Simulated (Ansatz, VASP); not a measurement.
## Cross-check of SrLi2Al14Si16O55 (glassy 64SiO2-28Al2O3-4SrO-4Li2O (mol %)) between VASP and Ansatz

One calculation is typed for both programs; each brings its own data sets. How far apart do they land? Of the first pair: The structure shown is the start of the Ansatz relaxation below; VASP solves that cell, so the two are compared at the walk's first step.

Method: plane waves, with VASP 6.6.1 beside it; single point at PBE, in Ansatz 0.2.0.

## Step 1: Starting point

The cell holds 88 atoms: 16 Si, 14 Al, 1 Sr, 2 Li and 55 O. Cell: a = 10.277 Å, b = 10.277 Å, c = 10.277 Å, α = 90.0°, β = 90.0°, γ = 90.0°. As first built, before any earlier steps moved the atoms (in the runner's words): 88 atoms (16 Si, 14 Al, 1 Sr, 2 Li, 55 O) placed at random at 2.58 g/cm^3, melted at 4000 K for 10 ps at fixed volume with the Morse and Coulomb pair potential with partial charges (Pedone, Malavasi, Menziani, Cormack and Segre, J. Phys. Chem. B 110, 11780 (2006)). Quenched from 4000 K to 300 K at 200 K/ps and fixed volume, held 10 ps at zero pressure.

## Step 2: Ansatz: relaxation, PBE

Ansatz runs on its default PAW (the set named soft_2) files.

The two programs are compared at the cell with which this relaxation starts, whose forces are those of its first step.

Contents of input.yaml:

```yaml
crystal:
  lattice:
    - [10.27707, 0.0, 0.0]
    - [0.0, 10.27707, 0.0]
    - [0.0, 0.0, 10.27707]
  atoms:
    - { symbol: Si, position: [0.749, 0.15469, 0.72705] }
    - { symbol: Si, position: [0.61855, 0.56651, 0.81149] }
    - { symbol: Si, position: [0.40579, 0.44139, 0.19413] }
    - { symbol: Si, position: [0.62275, 0.23231, 0.22102] }
    - { symbol: Si, position: [0.88728, 0.14135, 0.31216] }
    - { symbol: Si, position: [0.36899, 0.44864, 0.67878] }
    - { symbol: Si, position: [0.22851, 0.44161, 0.94215] }
    - { symbol: Si, position: [0.94134, 0.92684, 0.92859] }
    - { symbol: Si, position: [0.77149, 0.41145, 0.0048] }
    - { symbol: Si, position: [0.13546, 0.49003, 0.33363] }
    - { symbol: Si, position: [0.25848, 0.01908, 0.23595] }
    - { symbol: Si, position: [0.00524, 0.84674, 0.60995] }
    - { symbol: Si, position: [0.74148, 0.80771, 0.70843] }
    - { symbol: Si, position: [0.28, 0.15873, 0.96619] }
    - { symbol: Si, position: [0.82149, 0.87178, 0.20704] }
    - { symbol: Si, position: [0.61285, 0.54907, 0.38459] }
    - { symbol: Al, position: [0.07648, 0.79681, 0.32502] }
    - { symbol: Al, position: [0.05648, 0.12028, 0.74122] }
    - { symbol: Al, position: [0.50083, 0.7891, 0.53258] }
    - { symbol: Al, position: [0.15557, 0.7111, 0.83662] }
    - { symbol: Al, position: [0.12629, 0.20802, 0.45656] }
    - { symbol: Al, position: [0.00421, 0.22395, 0.03609] }
    - { symbol: Al, position: [0.57488, 0.03295, 0.55213] }
    - { symbol: Al, position: [0.55025, 0.28386, 0.52241] }
    - { symbol: Al, position: [0.55494, 0.94701, 0.27638] }
    - { symbol: Al, position: [0.88143, 0.58472, 0.21637] }
    - { symbol: Al, position: [0.21548, 0.6799, 0.53565] }
    - { symbol: Al, position: [0.57658, 0.09655, 0.98711] }
    - { symbol: Al, position: [0.32216, 0.1546, 0.67661] }
    - { symbol: Al, position: [0.48552, 0.82045, 0.85287] }
    - { symbol: Sr, position: [0.88856, 0.42154, 0.57638] }
    - { symbol: Li, position: [0.60258, 0.69887, 0.09536] }
    - { symbol: Li, position: [0.25174, 0.87129, 0.99062] }
    - { symbol: O, position: [0.7305, 0.63734, 0.7378] }
    - { symbol: O, position: [0.6826, 0.44935, 0.88756] }
    - { symbol: O, position: [0.12598, 0.64107, 0.39383] }
    - { symbol: O, position: [0.39664, 0.95926, 0.24702] }
    - { symbol: O, position: [0.16569, 0.1777, 0.61287] }
    - { symbol: O, position: [0.67282, 0.83285, 0.20561] }
    - { symbol: O, position: [0.02644, 0.5076, 0.22964] }
    - { symbol: O, position: [0.69135, 0.131, 0.86903] }
    - { symbol: O, position: [0.17049, 0.29442, 0.99219] }
    - { symbol: O, position: [0.89766, 0.1972, 0.72023] }
    - { symbol: O, position: [0.82434, 0.87732, 0.82643] }
    - { symbol: O, position: [0.1553, 0.89544, 0.22335] }
    - { symbol: O, position: [0.60302, 0.09119, 0.16814] }
    - { symbol: O, position: [0.44059, 0.05183, 0.64625] }
    - { symbol: O, position: [0.85424, 0.79972, 0.59758] }
    - { symbol: O, position: [0.84126, 0.99197, 0.30183] }
    - { symbol: O, position: [0.14228, 0.56546, 0.91511] }
    - { symbol: O, position: [0.2379, 0.11707, 0.82908] }
    - { symbol: O, position: [0.20918, 0.11747, 0.34158] }
    - { symbol: O, position: [0.79422, 0.54861, 0.08486] }
    - { symbol: O, position: [0.99156, 0.07983, 0.92002] }
    - { symbol: O, position: [0.25792, 0.07099, 0.08423] }
    - { symbol: O, position: [0.4001, 0.30939, 0.6227] }
    - { symbol: O, position: [0.53931, 0.15333, 0.43175] }
    - { symbol: O, position: [0.96728, 0.19365, 0.18753] }
    - { symbol: O, position: [0.86523, 0.90457, 0.06309] }
    - { symbol: O, position: [0.47706, 0.306, 0.21824] }
    - { symbol: O, position: [0.58856, 0.82296, 0.69194] }
    - { symbol: O, position: [0.5718, 0.90941, 0.44321] }
    - { symbol: O, position: [0.66157, 0.25537, 0.64652] }
    - { symbol: O, position: [0.68362, 0.32012, 0.10065] }
    - { symbol: O, position: [0.96797, 0.16744, 0.43646] }
    - { symbol: O, position: [0.03106, 0.96594, 0.69638] }
    - { symbol: O, position: [0.90756, 0.33979, 0.97582] }
    - { symbol: O, position: [0.50836, 0.95259, 0.94352] }
    - { symbol: O, position: [0.71708, 0.02889, 0.64034] }
    - { symbol: O, position: [0.58096, 0.41993, 0.45263] }
    - { symbol: O, position: [0.06714, 0.82617, 0.92752] }
    - { symbol: O, position: [0.2869, 0.40667, 0.80739] }
    - { symbol: O, position: [0.49368, 0.51798, 0.74148] }
    - { symbol: O, position: [0.33996, 0.7902, 0.53646] }
    - { symbol: O, position: [0.56669, 0.68261, 0.9106] }
    - { symbol: O, position: [0.57199, 0.65578, 0.48473] }
    - { symbol: O, position: [0.31849, 0.77184, 0.84474] }
    - { symbol: O, position: [0.34017, 0.46479, 0.05297] }
    - { symbol: O, position: [0.76997, 0.54909, 0.34328] }
    - { symbol: O, position: [0.42719, 0.1978, 0.97136] }
    - { symbol: O, position: [0.10652, 0.38606, 0.44018] }
    - { symbol: O, position: [0.09194, 0.72132, 0.66991] }
    - { symbol: O, position: [0.75225, 0.22678, 0.31498] }
    - { symbol: O, position: [0.28816, 0.54509, 0.59839] }
    - { symbol: O, position: [0.51237, 0.55256, 0.24948] }
    - { symbol: O, position: [0.27819, 0.45505, 0.284] }
    - { symbol: O, position: [0.06966, 0.86457, 0.47379] }
    - { symbol: O, position: [0.91657, 0.75176, 0.25469] }
kpoints:
  mp_grid: { grid: [1, 1, 1] }
hamiltonian:
  xc: pbe
scf:
  occupations: { method: fermi_dirac, width: 0.05 }
output:
  forces: true
relax:
  f_tol: 0.05
  max_steps: 150
  cell: {}
```

Started as:

```console
$ ansatz run input.yaml --threads 4 --pin off --max-ram 8192MiB --backend cpu --events-out ev --progress --plain --runs-dir out
```

Numbers of over 12 decimals in the logs are rounded to 6 here.

The log of the run:

```text
Engine: ansatz 0.2.0, x86_64-unknown-linux-gnu
Pseudopotentials: kind: paw
Pseudopotential: Si, paw, valence charge 4, recommended cutoff 420 eV (normal), Si.paw.azcp
Pseudopotential: Al, paw, valence charge 3, recommended cutoff 420 eV (normal), Al.paw.azcp
Pseudopotential: Sr, paw, valence charge 10, recommended cutoff 420 eV (normal), Sr.paw.azcp
Pseudopotential: Li, paw, valence charge 3, recommended cutoff 420 eV (normal), Li.paw.azcp
Pseudopotential: O, paw, valence charge 6, recommended cutoff 420 eV (normal), O.paw.azcp
Functional definition: PBE
  parameter kappa = 0.804
  parameter beta = 0.066725
  exchange = pbe_x(kappa = kappa, mu = beta*pi^2/3)
  correlation = pbe_c(beta = beta)
Crystal: 88 atoms, lattice volume = 1085.445 Å³
Basis set: ecut = 420 eV, 21247 PW (Γ), exchange–correlation on 144×144×144 points (8 copies of the dense FFT grid, shifted against one another)
Bands: 314, of which v1, the nominal top of the filled ones, is band 226 counted from 1 (225 counted from 0)
Symmetry: 1 space group operations
Space group: P1 (ITA 1), of the structure as read, at distance tolerance 1.0e-4 Å
k-points: 1
Non-local potential: Si, projectors of the file, l = 0: 2, l = 1: 2, l = 2: 2
Non-local potential: Al, projectors of the file, l = 0: 2, l = 1: 2, l = 2: 1
Non-local potential: Sr, projectors of the file, l = 0: 3, l = 1: 2, l = 2: 2
Non-local potential: Li, projectors of the file, l = 0: 3, l = 1: 2, l = 2: 1
Non-local potential: O, projectors of the file, l = 0: 2, l = 1: 2, l = 2: 1
PAW form: soft (Blöchl's): semilocal exchange-correlation on the pseudo side does not see the compensation charge
PAW one-centre angular grid: Si, 110 points (default); XC on 64 Gauss nodes
PAW one-centre angular grid: Al, 110 points (default); XC on 64 Gauss nodes
PAW one-centre angular grid: Sr, 110 points (default); XC on 64 Gauss nodes
PAW one-centre angular grid: Li, 110 points (default); XC on 64 Gauss nodes
PAW one-centre angular grid: O, 110 points (default); XC on 64 Gauss nodes
Initial density: superposition of atomic densities (neutral atoms: chi_scale 0, normalization atom), corrected by the library's trained network
Initial wavefunctions: pseudopotential atomic-orbital guess
Functional: x = pbe(κ = 0.804, μ = 0.219515), c = pbe(β = 0.066725)
SCF iter   1: F=—  HF=-52958.043232 eV  |F-HF|=—  |Δ(HF+E_count)|=         —  Δρ=2.32e-3  dr2=6.68e-2  ethr=1.77e-3  ⟨swp⟩=7.0  Hψ=1549  notcnv=0  defer=16
preconditioner: auto → Resta (q_TF=auto, 2.358 Å⁻¹)  ε∞=3.2  [insulator: Δε(μ)=3.710 eV  Ē_g=16.001 eV  σ=0.050 eV  W_gap=1.00  n_scr=250 (ndim 8)  ℏωp=23.8 eV  f_vac=0.100  D(μ)=0.00/eV (n_scr^D=0)  ε∞_Penn≈3.2]
SCF iter   2: F=—  HF=-52958.056608 eV  |F-HF|=—  |Δ(HF+E_count)|=   1.34e-2  Δρ=1.26e-3  dr2=1.60e-2  ethr=1.48e-5  ⟨swp⟩=2.0  Hψ=512  notcnv=0  defer=70
SCF iter   3: F=—  HF=-52958.059575 eV  |F-HF|=—  |Δ(HF+E_count)|=   2.97e-3  Δρ=5.21e-4  dr2=4.09e-3  ethr=3.54e-6  ⟨swp⟩=2.0  Hψ=398  notcnv=0  defer=70
SCF iter   4: F=—  HF=-52958.060073 eV  |F-HF|=—  |Δ(HF+E_count)|=   4.98e-4  Δρ=1.39e-4  dr2=2.69e-4  ethr=9.05e-7  ⟨swp⟩=2.0  Hψ=396  notcnv=0  defer=70
SCF iter   5: F=—  HF=-52958.060163 eV  |F-HF|=—  |Δ(HF+E_count)|=   9.06e-5  Δρ=6.98e-5  dr2=5.19e-5  ethr=5.95e-8  ⟨swp⟩=2.0  Hψ=399  notcnv=0  defer=70
SCF iter   6: F=—  HF=-52958.061899 eV  |F-HF|=—  |Δ(HF+E_count)|=   1.74e-3  Δρ=4.14e-5  dr2=1.49e-5  ethr=1.15e-8  ⟨swp⟩=2.0  Hψ=458  notcnv=0  defer=70
SCF iter   7: F=—  HF=-52958.061898 eV  |F-HF|=—  |Δ(HF+E_count)|=   5.33e-7  Δρ=9.82e-6  dr2=1.15e-6  ethr=3.31e-9  ⟨swp⟩=2.0  Hψ=417  notcnv=0  defer=70
SCF iter   8: F=—  HF=-52958.061899 eV  |F-HF|=—  |Δ(HF+E_count)|=   1.06e-6  Δρ=6.61e-6  dr2=3.78e-7  ethr=2.55e-10  ⟨swp⟩=2.0  Hψ=456  notcnv=0  defer=70
SCF iter   9: F=-52958.061899 eV  HF=-52958.061899 eV  |F-HF|=1.79e-8  |Δ(HF+E_count)|=   2.47e-8  Δρ=1.48e-6  dr2=2.52e-8  ethr=2.21e-11  ⟨swp⟩=2.0  Hψ=998  notcnv=0
SCF 1 converged in 9 iterations: F = -52958.061899 eV  dr2 = 2.52e-8
  greatest PAW one-centre occupation: 1.000 electrons in one spin orbital (limit 2), on the Li atom at site 32 (counted from 0), in its partial waves of l = 0
relax step   1: F+E_penalty+E_count = -52958.06189908 eV  Δ(F+E_penalty+E_count) = +0.000e0 eV  max|allowed force component| = 3.910e0 eV/Å  Δτ_max = 0.0000 Å  P = +9.719 GPa  Ω = 1085.445 Å³  (9 SCF iters, dr2 threshold 1.00e-7 eV, accepted)
Crystal: 88 atoms, lattice volume = 1105.371 Å³
Basis set: ecut = 420 eV, 21647 PW (Γ), exchange–correlation on 144×144×144 points (8 copies of the dense FFT grid, shifted against one another)
Initial density: handed on by an earlier stage of this run
Initial wavefunctions: those handed on with the density
iter 1 solved again at ethr=1.58e-4 eV; its pass at ethr=3.10e-3 eV (dr2=7.16e-1 eV) is discarded
[...]
atom  72  O     -0.00012417    -0.00030890     0.00431248
  atom  73  O     -0.00108316    -0.00096513    -0.00317530
  atom  74  O     -0.00030883     0.00021656    -0.00158351
  atom  75  O      0.00285885     0.00328615    -0.00050480
  atom  76  O      0.00336172    -0.00108777    -0.00263632
  atom  77  O     -0.00553835     0.00056111     0.00542361
  atom  78  O     -0.00133121     0.00250646     0.00225029
  atom  79  O     -0.00101934    -0.00286017    -0.00173592
  atom  80  O     -0.00502254    -0.00014974     0.00302934
  atom  81  O      0.01005087    -0.01022197     0.00235630
  atom  82  O     -0.00101744     0.00385647     0.00224646
  atom  83  O      0.00708273    -0.00331680     0.00066904
  atom  84  O     -0.00110227    -0.00007616    -0.00473846
  atom  85  O      0.00560703    -0.00131975     0.00039274
  atom  86  O      0.00129775     0.00339994    -0.00779456
  atom  87  O     -0.00242405     0.00138017    -0.00255054
  atom  88  O     -0.00319621     0.00366595    -0.00494354
  max |Σ_I F_I| component: 1.14e-4 eV/Å
--- Stress (GPa, compression-positive) ---
        0.008099       0.005437      -0.007126
        0.005439       0.016285       0.006341
       -0.007119       0.006337       0.007863
  P = ⅓ Tr σ = 0.0107 GPa (0.107 kbar)
--- Relaxed structure (45 steps of the walk, 45 accepted, 3 SCFs on fresh bases) ---
  F+E_penalty+E_count = -52967.50155586 eV   max|allowed force component| = 1.832e-2 eV/Å   (the final SCF, on the basis selected at the relaxed cell)
  cell:  # Å, volume = 1136.6946 Å³
    - [10.081055, -0.020371, -0.135689]
    - [-0.020371, 10.513017, 0.356487]
    - [-0.135689, 0.356487, 10.739262]
  atoms:
    - { symbol: Si, position: [0.756780, 0.174321, 0.733704] }
    - { symbol: Si, position: [0.610245, 0.594234, 0.806860] }
    - { symbol: Si, position: [0.414613, 0.436848, 0.223697] }
    - { symbol: Si, position: [0.621877, 0.237074, 0.203397] }
    - { symbol: Si, position: [0.877025, 0.128024, 0.290900] }
    - { symbol: Si, position: [0.366081, 0.456455, 0.716290] }
    - { symbol: Si, position: [0.231864, 0.446847, 0.972738] }
    - { symbol: Si, position: [0.920647, 0.919209, 0.925878] }
    - { symbol: Si, position: [0.767410, 0.429071, 0.00302883] }
    - { symbol: Si, position: [0.150212, 0.487305, 0.349270] }
    - { symbol: Si, position: [0.237021, 0.00845167, 0.217656] }
    - { symbol: Si, position: [0.026459, 0.844071, 0.619271] }
    - { symbol: Si, position: [0.759002, 0.799034, 0.703985] }
    - { symbol: Si, position: [0.268833, 0.170475, 0.959257] }
    - { symbol: Si, position: [0.811782, 0.863877, 0.201565] }
    - { symbol: Si, position: [0.631847, 0.537664, 0.366257] }
    - { symbol: Al, position: [0.068315, 0.783238, 0.339965] }
    - { symbol: Al, position: [0.067832, 0.117358, 0.727401] }
    - { symbol: Al, position: [0.524628, 0.777874, 0.501881] }
    - { symbol: Al, position: [0.147970, 0.721793, 0.865951] }
    - { symbol: Al, position: [0.134058, 0.192072, 0.429781] }
    - { symbol: Al, position: [-0.025768, 0.213047, 0.00522512] }
    - { symbol: Al, position: [0.562846, 0.011957, 0.580948] }
    - { symbol: Al, position: [0.544330, 0.304789, 0.573039] }
    - { symbol: Al, position: [0.546728, 0.950452, 0.259090] }
    - { symbol: Al, position: [0.892636, 0.573318, 0.214131] }
    - { symbol: Al, position: [0.221344, 0.671770, 0.565306] }
    - { symbol: Al, position: [0.566258, 0.095986, 0.971585] }
    - { symbol: Al, position: [0.342829, 0.142614, 0.662469] }
    - { symbol: Al, position: [0.447417, 0.860308, 0.827361] }
    - { symbol: Sr, position: [0.859653, 0.347115, 0.506289] }
    - { symbol: Li, position: [0.635912, 0.806172, 0.00828997] }
    - { symbol: Li, position: [0.338003, 0.885824, 1.036151] }
    - { symbol: O, position: [0.746525, 0.645098, 0.738506] }
    - { symbol: O, position: [0.652470, 0.474474, 0.900649] }
    - { symbol: O, position: [0.136130, 0.629852, 0.414295] }
    - { symbol: O, position: [0.381289, 0.937740, 0.213982] }
    - { symbol: O, position: [0.180028, 0.151828, 0.588293] }
    - { symbol: O, position: [0.653846, 0.832374, 0.203857] }
    - { symbol: O, position: [0.053775, 0.512504, 0.227525] }
    - { symbol: O, position: [0.698330, 0.143072, 0.873973] }
    - { symbol: O, position: [0.161133, 0.293225, 0.988660] }
    - { symbol: O, position: [0.918651, 0.207901, 0.710775] }
    - { symbol: O, position: [0.800389, 0.880607, 0.824354] }
    - { symbol: O, position: [0.132802, 0.890487, 0.230027] }
    - { symbol: O, position: [0.597554, 0.092753, 0.150565] }
    - { symbol: O, position: [0.431705, -0.00718504, 0.706507] }
    - { symbol: O, position: [0.870981, 0.808229, 0.597911] }
    - { symbol: O, position: [0.844576, 0.974895, 0.295643] }
    - { symbol: O, position: [0.137241, 0.565092, 0.938655] }
    - { symbol: O, position: [0.226538, 0.141720, 0.813814] }
    - { symbol: O, position: [0.219942, 0.119795, 0.312786] }
    - { symbol: O, position: [0.815127, 0.554464, 0.072431] }
    - { symbol: O, position: [0.978096, 0.070024, 0.917358] }
    - { symbol: O, position: [0.220974, 0.062088, 0.065648] }
    - { symbol: O, position: [0.401955, 0.314292, 0.671112] }
    - { symbol: O, position: [0.473195, 0.157183, 0.536113] }
[...]
- { symbol: O, position: [0.101835, 0.362426, 0.432957] }
    - { symbol: O, position: [0.112915, 0.722592, 0.691784] }
    - { symbol: O, position: [0.735567, 0.207132, 0.315455] }
    - { symbol: O, position: [0.248993, 0.517315, 0.630193] }
    - { symbol: O, position: [0.536488, 0.538379, 0.237292] }
    - { symbol: O, position: [0.307662, 0.462525, 0.330157] }
    - { symbol: O, position: [0.090252, 0.850871, 0.482899] }
    - { symbol: O, position: [0.911595, 0.742389, 0.254897] }
```

(Continued in part 2 of 3.)

[Lines on the potential files, build, host, timing and source positions are cut from VASP's logs without a mark.]

[Logs are printed without paths, hosts, clocks, repeated set-up lines and the standing remarks that a program may print on its own settings, such as how far it seeks lower states.]

[Hosts, paths, dates, database ids (printed as entryN), source tags and the programs' standing remarks are cut or masked in the printed files.]
